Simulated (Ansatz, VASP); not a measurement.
# Ru ((20-21) twin boundary in hcp Ru): VASP beside Ansatz, part 2 of 2

One calculation is typed for both programs; each brings its own data sets. How far apart do they land? Of the first pair: The structure shown is the start of the Ansatz relaxation below; VASP solves that cell, so the two are compared at the walk's first step.

VASP 6.6.1 and Ansatz 0.2.0.

So far. Step 3 (VASP: single point, PBE, start cell, pair 1): The run ends at a pressure of -6.09 GPa, with forces up to 0.78 eV/Å.

## 5. Ansatz: relaxation, PBE

Level of this step: Ansatz beside VASP: Kohn-Sham DFT, plane waves, PBE (Ansatz).

This run makes the geometry at which the two programs are then compared.

The structure compared here is the end of the Ansatz relaxation.

File input.yaml:

```yaml
crystal:
  lattice:
    - [8.98025, 0.0, 0.0]
    - [-0.82083, 5.3676, 0.0]
    - [0.0, 0.0, 21.37351]
  atoms:
    - { symbol: Ru, position: [0.5424, 0.40251, 0.00559] }
    - { symbol: Ru, position: [0.80206, 0.18999, 0.01071] }
    - { symbol: Ru, position: [0.07348, 0.25419, 0.05899] }
    - { symbol: Ru, position: [0.32751, 0.08721, 0.06767] }
    - { symbol: Ru, position: [0.6055, 0.15235, 0.11251] }
    - { symbol: Ru, position: [0.86026, 0.45841, 0.11988] }
    - { symbol: Ru, position: [0.13808, 0.03206, 0.16598] }
    - { symbol: Ru, position: [0.39491, 0.35114, 0.1743] }
    - { symbol: Ru, position: [0.6758, 0.42005, 0.21941] }
    - { symbol: Ru, position: [0.93087, 0.23164, 0.22871] }
    - { symbol: Ru, position: [0.21173, 0.30065, 0.27383] }
    - { symbol: Ru, position: [0.46857, 0.11969, 0.28214] }
    - { symbol: Ru, position: [0.74638, 0.1932, 0.32824] }
    - { symbol: Ru, position: [0.00113, 0.99933, 0.33561] }
    - { symbol: Ru, position: [0.27908, 0.0645, 0.38046] }
    - { symbol: Ru, position: [0.53311, 0.39745, 0.38912] }
    - { symbol: Ru, position: [0.80453, 0.46145, 0.43738] }
    - { symbol: Ru, position: [0.06423, 0.24907, 0.44255] }
    - { symbol: Ru, position: [0.0424, 0.65251, 0.94254] }
    - { symbol: Ru, position: [0.30206, 0.43999, 0.93742] }
    - { symbol: Ru, position: [0.57348, 0.50419, 0.88914] }
    - { symbol: Ru, position: [0.82751, 0.33721, 0.88046] }
    - { symbol: Ru, position: [0.1055, 0.40236, 0.83562] }
    - { symbol: Ru, position: [0.36026, 0.70841, 0.82825] }
    - { symbol: Ru, position: [0.63808, 0.28206, 0.78215] }
    - { symbol: Ru, position: [0.89491, 0.60114, 0.77383] }
    - { symbol: Ru, position: [0.1758, 0.67005, 0.72872] }
    - { symbol: Ru, position: [0.43087, 0.48164, 0.71943] }
    - { symbol: Ru, position: [0.71173, 0.55065, 0.67431] }
    - { symbol: Ru, position: [0.96857, 0.36969, 0.66599] }
    - { symbol: Ru, position: [0.24638, 0.4432, 0.61989] }
    - { symbol: Ru, position: [0.50113, 0.24933, 0.61252] }
    - { symbol: Ru, position: [0.77908, 0.3145, 0.56767] }
    - { symbol: Ru, position: [0.03311, 0.64745, 0.55901] }
    - { symbol: Ru, position: [0.30453, 0.71145, 0.51075] }
    - { symbol: Ru, position: [0.56423, 0.49907, 0.50558] }
    - { symbol: Ru, position: [0.5424, 0.90251, 0.00559] }
    - { symbol: Ru, position: [0.80206, 0.68999, 0.01071] }
    - { symbol: Ru, position: [0.07348, 0.75419, 0.05899] }
    - { symbol: Ru, position: [0.32751, 0.58721, 0.06767] }
    - { symbol: Ru, position: [0.6055, 0.65235, 0.11251] }
    - { symbol: Ru, position: [0.86026, 0.95841, 0.11988] }
    - { symbol: Ru, position: [0.13808, 0.53206, 0.16598] }
    - { symbol: Ru, position: [0.39491, 0.85114, 0.1743] }
    - { symbol: Ru, position: [0.6758, 0.92005, 0.21941] }
    - { symbol: Ru, position: [0.93087, 0.73164, 0.22871] }
    - { symbol: Ru, position: [0.21173, 0.80065, 0.27383] }
    - { symbol: Ru, position: [0.46857, 0.61969, 0.28214] }
    - { symbol: Ru, position: [0.74638, 0.6932, 0.32824] }
    - { symbol: Ru, position: [0.00113, 0.49933, 0.33561] }
    - { symbol: Ru, position: [0.27908, 0.5645, 0.38046] }
    - { symbol: Ru, position: [0.53311, 0.89745, 0.38912] }
    - { symbol: Ru, position: [0.80453, 0.96145, 0.43738] }
    - { symbol: Ru, position: [0.06423, 0.74907, 0.44255] }
    - { symbol: Ru, position: [0.0424, 0.15251, 0.94254] }
    - { symbol: Ru, position: [0.30206, 0.93999, 0.93742] }
    - { symbol: Ru, position: [0.57348, 0.00419, 0.88914] }
    - { symbol: Ru, position: [0.82751, 0.83721, 0.88046] }
    - { symbol: Ru, position: [0.1055, 0.90236, 0.83562] }
    - { symbol: Ru, position: [0.36026, 0.20842, 0.82825] }
    - { symbol: Ru, position: [0.63808, 0.78206, 0.78215] }
    - { symbol: Ru, position: [0.89491, 0.10114, 0.77383] }
    - { symbol: Ru, position: [0.1758, 0.17005, 0.72872] }
    - { symbol: Ru, position: [0.43087, 0.98164, 0.71943] }
    - { symbol: Ru, position: [0.71173, 0.05065, 0.67431] }
    - { symbol: Ru, position: [0.96857, 0.86969, 0.66599] }
    - { symbol: Ru, position: [0.24638, 0.9432, 0.61989] }
    - { symbol: Ru, position: [0.50113, 0.74933, 0.61252] }
    - { symbol: Ru, position: [0.77908, 0.8145, 0.56767] }
    - { symbol: Ru, position: [0.03311, 0.14745, 0.55901] }
    - { symbol: Ru, position: [0.30453, 0.21145, 0.51075] }
    - { symbol: Ru, position: [0.56423, 0.99907, 0.50558] }
kpoints:
  mp_grid: { grid: [3, 4, 1] }
hamiltonian:
  xc: pbe
scf:
  occupations: { method: fermi_dirac, width: 0.1 }
output:
  forces: true
relax:
  f_tol: 0.05
  max_steps: 120
```

Command:

```bash
$ ansatz run input.yaml --threads 6 --pin off --max-ram 102400MiB --backend cuda --events-out ev --progress --plain --runs-dir out
```

Numbers of over 12 decimals in the logs are rounded to 6 here.

Output:

```text
[...]
atom  23  Ru    -0.01967924     0.01595746     0.02845980
  atom  24  Ru     0.01128188    -0.00767853     0.04234241
  atom  25  Ru    -0.00792258    -0.01161966    -0.03810583
  atom  26  Ru     0.03686207     0.01352513     0.01002469
  atom  27  Ru    -0.04215791     0.00017464    -0.01006919
  atom  28  Ru     0.04173077    -0.00039145     0.01009951
  atom  29  Ru    -0.03683924    -0.01378649    -0.01007134
  atom  30  Ru     0.00779875     0.01034024     0.03802082
[...]
- { symbol: Ru, position: [0.073684, 0.275641, 0.056359] }
    - { symbol: Ru, position: [0.327107, 0.077647, 0.067562] }
    - { symbol: Ru, position: [0.606205, 0.145719, 0.110736] }
    - { symbol: Ru, position: [0.862211, 0.462262, 0.117160] }
    - { symbol: Ru, position: [0.136946, 0.039800, 0.165001] }
    - { symbol: Ru, position: [0.394879, 0.349754, 0.173792] }
[...]
- { symbol: Ru, position: [0.779516, 0.824001, 0.567563] }
    - { symbol: Ru, position: [0.032936, 0.126005, 0.556360] }
    - { symbol: Ru, position: [0.314637, 0.206667, 0.508642] }
    - { symbol: Ru, position: [0.571646, 1.029078, 0.504582] }
```

## 6. VASP: single point, PBE, relaxed cell, pair 2

The same cell, functional, mesh and smearing now go to VASP, with its own data sets.

File INCAR:

```
SYSTEM = Ru
PREC = Accurate
ENCUT = 400
EDIFF = 1E-06
NELM = 120
ISMEAR = -1
SIGMA = 0.1
LREAL = Auto
ALGO = Normal
GGA = PE
NBANDS = 584
LASPH = .TRUE.
LORBIT = 11
LWAVE = .FALSE.
LCHARG = .FALSE.
ISIF = 2
GGA_COMPAT = .FALSE.
KPAR = 4
```

File POSCAR:

```
Ru
1.0
    8.9802500000      0.0000000000      0.0000000000
   -0.8208300000      5.3676000000      0.0000000000
    0.0000000000      0.0000000000     21.3735100000
Ru
72
Direct
    0.5349800000      0.3725400000      0.0045800000
    0.7919850000      0.1949550000      0.0086400000
    0.0736850000      0.2756300000      0.0563600000
    0.3271100000      0.0776350000      0.0675600000
    0.6062050000      0.1456950000      0.1107375000
    0.8622150000      0.4622500000      0.1171600000
    0.1369450000      0.0397650000      0.1650000000
    0.3948800000      0.3497250000      0.1737900000
    0.6762950000      0.4171350000      0.2190300000
    0.9303350000      0.2344850000      0.2291000000
    0.2117500000      0.3018950000      0.2743400000
    0.4696850000      0.1118550000      0.2831300000
    0.7444150000      0.1893700000      0.3309700000
    0.0004250000      0.0059250000      0.3373925000
    0.2795200000      0.0739850000      0.3805700000
    0.5329450000      0.3759900000      0.3917700000
    0.8146450000      0.4566650000      0.4394900000
    0.0716500000      0.2790800000      0.4435500000
    0.0349800000      0.6225400000      0.9435500000
    0.2919850000      0.4449550000      0.9394900000
    0.5736850000      0.5256300000      0.8917700000
    0.8271100000      0.3276350000      0.8805700000
    0.1062050000      0.3956950000      0.8373925000
    0.3622150000      0.7122500000      0.8309700000
    0.6369450000      0.2897650000      0.7831300000
    0.8948800000      0.5997250000      0.7743400000
    0.1762950000      0.6671350000      0.7291000000
    0.4303350000      0.4844850000      0.7190300000
    0.7117500000      0.5518950000      0.6737900000
    0.9696850000      0.3618550000      0.6650000000
    0.2444150000      0.4393700000      0.6171600000
    0.5004250000      0.2559250000      0.6107375000
    0.7795200000      0.3239850000      0.5675600000
    0.0329450000      0.6259900000      0.5563600000
    0.3146450000      0.7066650000      0.5086400000
    0.5716500000      0.5290800000      0.5045800000
    0.5349800000      0.8725400000      0.0045800000
    0.7919850000      0.6949550000      0.0086400000
    0.0736850000      0.7756300000      0.0563600000
    0.3271100000      0.5776350000      0.0675600000
    0.6062050000      0.6456950000      0.1107375000
    0.8622150000      0.9622500000      0.1171600000
    0.1369450000      0.5397650000      0.1650000000
    0.3948800000      0.8497250000      0.1737900000
    0.6762950000      0.9171350000      0.2190300000
    0.9303350000      0.7344850000      0.2291000000
    0.2117500000      0.8018950000      0.2743400000
    0.4696850000      0.6118550000      0.2831300000
    0.7444150000      0.6893700000      0.3309700000
    0.0004250000      0.5059250000      0.3373925000
    0.2795200000      0.5739850000      0.3805700000
    0.5329450000      0.8759900000      0.3917700000
    0.8146450000      0.9566650000      0.4394900000
    0.0716500000      0.7790800000      0.4435500000
    0.0349800000      0.1225400000      0.9435500000
    0.2919850000      0.9449550000      0.9394900000
    0.5736850000      0.0256300000      0.8917700000
    0.8271100000      0.8276350000      0.8805700000
    0.1062050000      0.8956950000      0.8373925000
    0.3622150000      0.2122500000      0.8309700000
    0.6369450000      0.7897650000      0.7831300000
    0.8948800000      0.0997250000      0.7743400000
    0.1762950000      0.1671350000      0.7291000000
    0.4303350000      0.9844850000      0.7190300000
    0.7117500000      0.0518950000      0.6737900000
    0.9696850000      0.8618550000      0.6650000000
    0.2444150000      0.9393700000      0.6171600000
    0.5004250000      0.7559250000      0.6107375000
    0.7795200000      0.8239850000      0.5675600000
    0.0329450000      0.1259900000      0.5563600000
    0.3146450000      0.2066650000      0.5086400000
    0.5716500000      0.0290800000      0.5045800000
```

File KPOINTS:

```
Automatic mesh
0
Gamma
3 4 1
0 0 0
```

Potentials, in the order of the species: Ru_pv (PBE family, release 64).

Command:

```bash
$ mpirun -np 8 vasp_std
```

Output:

```text
[banner, memory and clock lines left out]
running    8 mpi-ranks, on    1 nodes
[...]
[... a notice as in an earlier step ...]

 LDA part: xc-table for (Slater+PW92), standard interpolation
 POSCAR, INCAR and KPOINTS ok, starting setup
[...]
entering main loop
       N       E                     dE             d eps       ncg     rms          rms(c)
DAV:   1     0.121512077174E+05    0.12151E+05   -0.52305E+05  8504   0.159E+03
DAV:   2    -0.403986509618E+02   -0.12192E+05   -0.11879E+05  8344   0.552E+02
DAV:   3    -0.660936665921E+03   -0.62054E+03   -0.57895E+03 10896   0.113E+02
DAV:   4    -0.703559105831E+03   -0.42622E+02   -0.41175E+02 10280   0.214E+01
[...]
DAV:  20    -0.657146372017E+03    0.31522E-05   -0.10447E-05  8936   0.105E-02    0.463E-03
DAV:  21    -0.657146369723E+03    0.22943E-05   -0.10736E-06  5152   0.305E-03    0.265E-03
DAV:  22    -0.657146370419E+03   -0.69587E-06   -0.52359E-07  4904   0.251E-03
   1 F= -.65714637E+03 E0= -.65603341E+03  d E =-.222593E+01
```

Parts of OUTCAR (step 6):

```text
 POSITION                                       TOTAL-FORCE (eV/Angst)
 -----------------------------------------------------------------------------------
      4.49846      1.99965      0.09789        -0.010288     -0.028152      0.025502
      6.95220      1.04644      0.18467        -0.025486      0.011321     -0.041301
      0.43546      1.47947      1.20461         0.005523     -0.003396     -0.000677
      2.87380      0.41671      1.44399         0.031991      0.014503     -0.049184
      5.32428      0.78203      2.36685        -0.018137      0.016399     -0.028512
      7.36348      2.48117      2.50412         0.009898     -0.007810     -0.040529
      1.19716      0.21344      3.52663        -0.007298     -0.010792      0.037488
      3.25906      1.87718      3.71450         0.037818      0.012450     -0.007515
      5.73090      2.23901      4.68144        -0.041166      0.000685      0.009737
      8.16217      1.25862      4.89667         0.041166     -0.000685     -0.009737
      1.65376      1.62045      5.86361        -0.037818     -0.012450      0.007515
      4.12607      0.60039      6.05148         0.007298      0.010792     -0.037488
      6.52959      1.01646      7.07399        -0.009898      0.007810      0.040529
     -0.00105      0.03180      7.21126         0.018137     -0.016399      0.028512
[...]
-----------------------------------------------------------------------------------
    total drift:                                0.000330      0.000192     -0.000516

  FREE ENERGIE OF THE ION-ELECTRON SYSTEM (eV)
  ---------------------------------------------------
  free  energy   TOTEN  =      -657.1463704186 eV

  energy  without entropy=     -654.9204421649  energy(sigma->0) =     -656.03340629
```

The run ends at a pressure of -7.45 GPa, with forces up to 0.060 eV/Å.

## 7. Differences

What differs besides the data sets and the points named for the pairs above, as far as they apply: the data sets hold 1152 valence electrons in Ansatz (on its default PAW (the set named soft_2) files) and 1008 in VASP. Total energies have different zeros and are not compared.

Forces on 10 of the 72 atoms, those with the largest forces and the largest differences (eV/Å; atoms numbered as in POSCAR):

| atom | Ansatz x, y, z | VASP x, y, z |
| --- | --- | --- |
| Ru4 | 0.033, 0.014, -0.048 | 0.032, 0.015, -0.049 |
| Ru11 | -0.037, -0.014, 0.010 | -0.038, -0.012, 0.008 |
| Ru15 | -0.033, -0.013, 0.048 | -0.032, -0.015, 0.049 |
| Ru22 | 0.033, 0.014, 0.048 | 0.032, 0.015, 0.049 |
| Ru29 | -0.037, -0.014, -0.010 | -0.038, -0.012, -0.008 |
| Ru33 | -0.033, -0.013, -0.048 | -0.032, -0.015, -0.049 |
| Ru40 | 0.033, 0.014, -0.048 | 0.032, 0.015, -0.049 |
| Ru47 | -0.037, -0.014, 0.010 | -0.038, -0.012, 0.008 |
| Ru51 | -0.033, -0.013, 0.048 | -0.032, -0.015, 0.049 |
| Ru58 | 0.033, 0.014, 0.048 | 0.032, 0.015, 0.049 |

The forces differ by 1.2 meV/Å r.m.s., which is 4.8 % of the r.m.s. force of 0.024 eV/Å (both taken over all components).

## 8. Results

```yaml
r_m_s_force_difference_single_point_pbe_start_cell_pair_1: 0.51 % of the r.m.s. force
r_m_s_force_difference_single_point_pbe_relaxed_cell_pair_2: 1.2 meV/Å
```

The r.m.s. force difference is 0.51 % of the r.m.s. force (single point, PBE, start cell, pair 1), within the 3 % picked in this series as the mark of a large difference. The data sets hold unlike numbers of valence electrons (1152 in Ansatz and 1008 in VASP), so part of the differences comes from the potentials. How closely two codes agree says nothing of how well the functional describes the real material.

[Lines on the potential files, build, host, timing and source positions are cut from VASP's logs without a mark.]

[Logs are printed without paths, hosts, clocks, repeated set-up lines and the standing remarks that a program may print on its own settings, such as how far it seeks lower states.]

[Hosts, paths, dates, database ids (printed as entryN), source tags and the programs' standing remarks are cut or masked in the printed files.]
